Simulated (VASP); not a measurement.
Consider the following.

```xyz
2
Lattice="0.0000 2.5825 2.5825 2.5825 0.0000 2.5825 2.5825 2.5825 0.0000" Properties=species:S:1:pos:R:3 pbc="T T T"
Be     0.0000     0.0000     0.0000
Se     1.2913     1.2913     1.2913
```

Computed with rev-vdW-DF2, VASP's PBE PAW potentials (set 64) (plane waves; VASP 6.6.1). Numerical set-up: 520 eV cut-off, Gaussian smearing of 0.050 eV, potentials Be Se.

Task: Give the energies of bands 2 to 7 at the high-symmetry points, in eV from the valence-band maximum.

Result: 
```tsv
band	Γ	X	U	L	W
2	0.00	-4.99	-4.57	-5.62	-4.33
3	0.00	-2.60	-3.95	-1.05	-3.74
4	0.00	-2.60	-2.17	-1.05	-3.23
5	4.25	2.63	3.75	4.31	6.10
6	5.05	4.22	6.80	5.99	7.10
7	5.05	11.63	9.67	5.99	7.36
```

The gap is indirect, 2.63 eV, from the valence maximum at Γ to the conduction minimum at X.

Measured: gap 4.00 eV (computed value off by -1.37 eV), as given by Das et al., (2018), arXiv:1807.05623.

The compound is BeSe in the zinc blende structure. It was relaxed first.
